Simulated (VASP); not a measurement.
Here is the system:

```
CELL_PARAMETERS angstrom
      6.50075     0.00000     0.00000
      0.00000     6.50075     0.00000
      0.00000     0.00000     6.49786
ATOMIC_POSITIONS crystal
  Hg 0.00000 0.00000 0.00000
  Hg 0.50000 0.50000 0.00000
  Te 0.25000 0.25000 0.25078
  Te 0.75000 0.75000 0.25078
  Te 0.75000 0.25000 0.74922
  Te 0.25000 0.75000 0.74922
  Cd 0.50000 0.00000 0.50000
  Cd 0.00000 0.50000 0.50000
```

These are PBEsol GGA, VASP's PBE PAW potentials (set 64) (plane waves; VASP 6.6.1) values and carry that method's errors. Settings: 400 eV cut-off, 6×6×6 Γ-centred mesh, tetrahedra with Blöchl corrections, potentials Hg Te Cd.

The cores are frozen, which limits the accuracy of field gradients.

### Question
Give the principal components of the electric field gradient (V/Å²) and the asymmetry η at each nucleus.

### Answer

```tsv
atom	Vxx	Vyy	Vzz	η
Hg1	2.2	2.2	-4.4	0.00
Hg2	2.2	2.2	-4.4	0.00
Te3	-69.2	-1.0	70.2	0.97
Te4	-69.2	-1.0	70.2	0.97
Te5	-69.2	-1.0	70.2	0.97
Te6	-69.2	-1.0	70.2	0.97
Cd7	-0.9	-0.9	1.7	0.00
Cd8	-0.9	-0.9	1.7	0.00
```

The structure was generated: Cd2Hg2Te4 was put into an ordered model structure (P-4m2), which need not be its known phase. It was relaxed first.
